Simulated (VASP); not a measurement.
Computed with rev-vdW-DF2, VASP's PBE PAW potentials (set 64) (plane waves; VASP 6.6.1).

Input for VASP

**INCAR**
```
! general
SYSTEM   = PbS
PREC     = Accurate
ENCUT    = 520
LREAL    = F
LASPH    = T   ! aspherical one-centre terms
ICHARG   = 11   ! fixed density

! electronic loop
EDIFF    = 1E-7
NELM     = 100   ! most electronic steps
ALGO     = Normal
LMAXMIX  = 4

! smearing
ISMEAR   = 0   ! Gaussian
SIGMA    = 0.05   ! width (eV)

! functional
GGA      = MK
LUSE_VDW = T
AGGAC    = 0.0
PARAM1   = 0.1234568
PARAM2   = 0.7114
ZAB_VDW  = -1.8867

! output
LWAVE    = F
LCHARG   = F
LORBIT   = 11
```

KPOINTS:
```
k-points along high-symmetry lines
15
Line-mode
Reciprocal
  0.000000   0.000000   0.000000 ! GAMMA
  0.500000   0.000000   0.500000 ! X

  0.500000   0.000000   0.500000 ! X
  0.625000   0.250000   0.625000 ! U

  0.375000   0.375000   0.750000 ! K
  0.000000   0.000000   0.000000 ! GAMMA

  0.000000   0.000000   0.000000 ! GAMMA
  0.500000   0.500000   0.500000 ! L

  0.500000   0.500000   0.500000 ! L
  0.500000   0.250000   0.750000 ! W

  0.500000   0.250000   0.750000 ! W
  0.500000   0.000000   0.500000 ! X
```

POSCAR:
```
PbS
2.9798950
  0.0000000000   0.9999999779   0.9999999779
  0.9999999779   0.0000000000   0.9999999779
  0.9999999779   0.9999999779   0.0000000000
Pb S
1 1
Cart
  0.0000000000   0.0000000000   0.0000000000
  0.9999999779   0.9999999779   0.9999999779
```

POTCAR, in this order: Pb_d S (PBE.64 set). Program: vasp_std. Read from the step before: CHGCAR.

The run wrote:

File OSZICAR:
```
       N       E                     dE             d eps       ncg     rms          rms(c)
DAV:   1     0.162967798601E+03    0.16297E+03   -0.99509E+03  2536   0.149E+03
DAV:   2     0.755365095457E+01   -0.15541E+03   -0.15164E+03  2652   0.358E+02
DAV:   3    -0.502012812683E+01   -0.12574E+02   -0.12295E+02  3390   0.105E+02
DAV:   4    -0.534492118352E+01   -0.32479E+00   -0.32462E+00  2820   0.196E+01
DAV:   5    -0.535582003370E+01   -0.10899E-01   -0.10899E-01  3582   0.352E+00
DAV:   6    -0.535634452493E+01   -0.52449E-03   -0.52449E-03  3304   0.640E-01
DAV:   7    -0.535634822511E+01   -0.37002E-05   -0.37000E-05  3644   0.548E-02
DAV:   8    -0.535634828545E+01   -0.60334E-07   -0.60355E-07  3026   0.737E-03
   1 F= -.53563483E+01 E0= -.53563483E+01  d E =-.337925E-09
```

**OUTCAR**
```
 val. band max:        5.4923914637   @ k =   0.5000   0.5000   0.5000

 cond. band min:       5.8813209891   @ k =   0.5000   0.5000   0.5000



 k-point     1 :       0.0000    0.0000    0.0000
  band No.  band energies     occupation
      1     -11.2409      2.00000
      2     -11.2409      2.00000
      3     -11.2409      2.00000
      4     -11.2263      2.00000
      5     -11.2263      2.00000
      6      -7.9272      2.00000
      7      -0.5995      2.00000
      8       3.4450      2.00000
      9       3.4450      2.00000
     10       3.4450      2.00000
     11      10.6076      0.00000
     12      10.6076      0.00000
     13      10.6076      0.00000
     14      12.3089      0.00000

 k-point     2 :       0.0357    0.0000    0.0357
  band No.  band energies     occupation
      1     -11.2412      2.00000
      2     -11.2402      2.00000
      3     -11.2402      2.00000
      4     -11.2271      2.00000
      5     -11.2260      2.00000
      6      -7.9127      2.00000
      7      -0.6492      2.00000
      8       3.4280      2.00000
      9       3.4280      2.00000
     10       3.5248      2.00000
     11      10.3244      0.00000
     12      10.5613      0.00000
     13      10.5613      0.00000
     14      12.1853      0.00000

 k-point     3 :       0.0714    0.0000    0.0714
  band No.  band energies     occupation
      1     -11.2421      2.00000
      2     -11.2382      2.00000
      3     -11.2382      2.00000
      4     -11.2297      2.00000
      5     -11.2251      2.00000
      6      -7.8692      2.00000
      7      -0.7844      2.00000
      8       3.3781      2.00000
      9       3.3781      2.00000
     10       3.7438      2.00000
     11       9.6651      0.00000
     12      10.4577      0.00000
     13      10.4577      0.00000
     14      11.8976      0.00000

 k-point     4 :       0.1071    0.0000    0.1071
  band No.  band energies     occupation
      1     -11.2436      2.00000
...
```

The density is held fixed in this step, so its total energy and stress have no physical meaning. Unless said otherwise, spin-orbit coupling is left out, though it shifts the bands of the heavy elements here.

The compound is PbS in the rock salt structure. It was relaxed first.
